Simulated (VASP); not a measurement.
Here is the system:

```
CELL_PARAMETERS angstrom
     -1.65566     1.65566     1.65566
      1.65566    -1.65566     1.65566
      1.65566     1.65566    -1.65566
ATOMIC_POSITIONS crystal
  Ag 0.00000 0.00000 0.00000
```

Calculation: LDA (Ceperley-Alder, Perdew-Zunger), VASP's LDA PAW potentials (set 64) (plane waves; VASP 6.6.1). Settings: 400 eV cut-off, 14×14×14 Γ-centred mesh, first-order Methfessel-Paxton smearing of 0.10 eV, potentials Ag.

Energy and stress use the plane-wave basis of the starting cell.

Task: The ions, cell shape and volume are relaxed. Give the cell that the relaxation ends in.

Result: 
```
CELL_PARAMETERS angstrom
     -1.59083     1.59083     1.59083
      1.59083    -1.59083     1.59083
      1.59083     1.59083    -1.59083
ATOMIC_POSITIONS crystal
  Ag 0.00000 0.00000 0.00000
```
Space group Im-3m (229), at a tolerance of 0.03 Å.

Task: How do energy and volume change from the first to the last step?

Result: The energy (σ→0) changes by -81.0 meV/atom and the volume by -11.3 %, in 4 ionic steps.

The structure comes from a computed database's Ag entry (Im-3m); how it stands against other phases isn't given here. This run relaxes it. Symmetry was kept, so distortions that lower it aren't found.
